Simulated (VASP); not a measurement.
The input files of a VASP run:

### POSCAR
```
CdO
1
    0.0000000000     2.4890244921     2.4890244921
    2.4890244921     0.0000000000     2.4890244921
    2.4890244921     2.4890244921     0.0000000000
Cd O
1 1
Direct
  0.0000000000   0.0000000000   0.0000000000
  0.5000000000   0.5000000000   0.5000000000
```

INCAR:
```
AGGAC = 0.0
ALGO = Normal
EDIFF = 1E-7
ENCUT = 520
GGA = ML
ISIF = 2
ISMEAR = 1
LASPH = .TRUE.
LCHARG = .FALSE.
LMAXMIX = 4
LREAL = .FALSE.
LUSE_VDW = .TRUE.
LWAVE = .FALSE.
NELM = 100
PREC = Accurate
SIGMA = 0.1
SYSTEM = CdO
ZAB_VDW = -1.8867
```

File KPOINTS:
```
Automatic mesh
0
Gamma
13 13 13
0 0 0
```

POTCAR, in this order: Cd O (PBE.64 set). Program: vasp_std.

Write an equivalent input for Quantum ESPRESSO's pw.x.

One equivalent input (not run):
```
&CONTROL
  calculation = 'scf'
  pseudo_dir = './pseudo'
  outdir = './out'
  tprnfor = .true.
  tstress = .true.
/
&SYSTEM
  ibrav = 0
  nat = 2
  ntyp = 2
  ecutwfc = 102
  occupations = 'smearing'
  smearing = 'methfessel-paxton'
  degauss = 0.00735
  input_dft = 'vdw-df2'
/
&ELECTRONS
  conv_thr = 7.3e-09
  electron_maxstep = 100
/
ATOMIC_SPECIES
  Cd 112.414 Cd.upf
  O 15.999 O.upf
CELL_PARAMETERS angstrom
     0.0000000    2.4890245    2.4890245
     2.4890245    0.0000000    2.4890245
     2.4890245    2.4890245    0.0000000
ATOMIC_POSITIONS crystal
  Cd   0.0000000  0.0000000  0.0000000
  O    0.5000000  0.5000000  0.5000000
K_POINTS automatic
  13 13 13 0 0 0
```
The two are equivalent in intent, not identical: the potentials are each code's own (VASP's PAW set, PseudoDojo norm-conserving files in pw.x), so ENCUT and ecutwfc are chosen apart and not converted; conv_thr bounds pw.x's estimated SCF error, while EDIFF bounds the energy change between steps.

The compound is CdO in the rock salt structure. This cell is one point of a volume scan, at 1.06 of the reference volume.
